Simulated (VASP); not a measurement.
A convergence study with VASP on TiAl (space group no. 123 when undisturbed): a few settings are varied, all else stays as given below, so the limit is that of these other settings. One atom is moved off its site, so that forces are finite.

```yaml
crystal:
  lattice:
    - [2.84415, 0.00000, 0.00000]
    - [0.00000, 2.84415, 0.00000]
    - [0.00000, 0.00000, 4.09035]
  atoms:
    - { symbol: Ti, position: [0.00000, 0.00000, 0.01222] }
    - { symbol: Al, position: [0.50000, 0.50000, 0.50000] }
```

Calculation: PBE GGA, VASP's PBE PAW potentials (set 64) (plane waves; VASP). The last row used: 300 eV cut-off, 20×20×13 Γ-centred mesh, first-order Methfessel-Paxton smearing of 0.010 eV, potentials Ti_sv Al.

```csv
setting,E (eV/atom),pressure (GPa),largest force (eV/Å),irreducible k-points
SIGMA = 1.0,(withheld),(withheld),(withheld),462
SIGMA = 0.5,-6.1819,-2.14,0.269,462
SIGMA = 0.3,(withheld),-2.14,(withheld),462
SIGMA = 0.2,-6.1827,-2.14,0.268,462
SIGMA = 0.1,-6.1828,-2.15,0.269,462
SIGMA = 0.05,-6.1827,-2.14,0.268,462
SIGMA = 0.02,-6.1827,-2.13,0.269,462
SIGMA = 0.01,-6.1827,-2.13,0.269,462
```

Task: Some entries are withheld; supply them.

Result: 
- SIGMA = 0.3, E (eV/atom): -6.1823
- SIGMA = 0.3, largest force (eV/Å): 0.267
- SIGMA = 1.0, E (eV/atom): -6.1899
- SIGMA = 1.0, pressure (GPa): -2.53
- SIGMA = 1.0, largest force (eV/Å): 0.285

VASP warned of too few bands at SIGMA = 1.0.

Left out are rungs that failed or repeat a setting and relaxations that didn't move; long series are thinned to 24 rows.

The structure is a typed TiAl crystal (space group no. 123). The cell was not relaxed at this level, it is distorted from the ideal structure. The electron count is odd and the run is not spin-polarised, which forces a metal. VASP warned that the highest band is occupied, so more bands are needed.
